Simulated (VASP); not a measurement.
Crystal: Ti.

```
CELL_PARAMETERS angstrom
2.95000 0.00000 0.00000
-1.47500 2.55477 0.00000
0.00000 0.00000 4.68000
ATOMIC_POSITIONS crystal
Ti 0.33333 0.66667 0.25000
Ti 0.66667 0.33333 0.75000
```

```yaml
Program: VASP 6.6.1
Task: relaxation of cell and atoms
Functional: PBE
Potentials_or_basis: VASP PAW PBE potentials, release 64 (Ti)
Cutoff: 300 eV
k_mesh: 8 × 8 × 4
Occupations: methfessel-paxton, width 0.1 eV
Spin: no spin polarisation
```

At the start: pressure -3.5 GPa; volume 17.64 Å³/atom.

**Question.** How do energy, volume and symmetry change on relaxing?

**Answer.** Over 5 steps the energy falls by 6.5 meV/atom and the volume is 17.08 Å³/atom (-3.1 %); space group P6_3/mmc (No. 194, to 0.05 Å).

The path:
```csv
step,energy change (eV),largest force (eV/Å),pressure (GPa),volume (Å³)
1,0.0000,0.0000,-3.51,35.27
2,-0.0050,0.0000,3.08,33.33
3,-0.0127,0.0000,0.04,34.16
4,-0.0129,0.0000,0.02,34.17
5,-0.0129,0.0000,0.02,34.17
```

Final structure:
```xyz
2
Lattice="2.9265 0.0000 0.0000 -1.4633 2.5344 0.0000 0.0000 0.0000 4.6066" Properties=species:S:1:pos:R:3 pbc="T T T"
Ti    0.0000    1.6896    1.1516
Ti    1.4633    0.8448    3.4549
```
